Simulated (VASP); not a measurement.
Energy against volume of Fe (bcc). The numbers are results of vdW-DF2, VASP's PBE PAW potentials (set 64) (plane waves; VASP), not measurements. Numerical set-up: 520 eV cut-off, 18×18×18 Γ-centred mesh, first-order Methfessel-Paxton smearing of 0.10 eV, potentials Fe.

```tsv
V (Å³/atom)	E (eV/atom)
11.309	-4.89386
11.670	-4.91346
12.031	-4.91973
12.392	-4.91454
```

Question: Fit these four points and predict the energy of the run at 12.753 Å³/atom.

Answer: A cubic in V^(−2/3), the third-order Birch-Murnaghan form, passes through the four points with V0 = 12.04 Å³/atom and B0 = 169 GPa, and gives -4.8995 eV/atom there. The run gave -4.8997 eV/atom, -0.2 meV/atom from the fit; all five points give B0 = 168 GPa.

The compound is Fe in the bcc structure. It was relaxed first.
